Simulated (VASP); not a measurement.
Given:

```
Si
1.0
    0.00000     2.66384     2.66384
    2.66384     0.00000     2.66384
    2.66384     2.66384     0.00000
Si
2
Cartesian
  0.00000   0.00000   0.00000
  1.33192   1.33192   1.33192
```

All values below come from revTPSS meta-GGA, VASP's PBE PAW potentials (set 64) (plane waves; VASP 6.6.1). Numerical set-up: 520 eV cut-off, 8×8×8 Γ-centred mesh, Gaussian smearing of 0.050 eV, potentials Si.

Problem. Give the stress tensor in GPa (positive for a compressed cell).

Solution. 
```
6.63  0.00  0.00
0.00  6.63  0.00
0.00  0.00  6.63
```
The pressure is its mean diagonal, 6.63 GPa.

The compound is Si in the diamond structure. This cell is one point of a volume scan, at 0.94 of the reference volume.
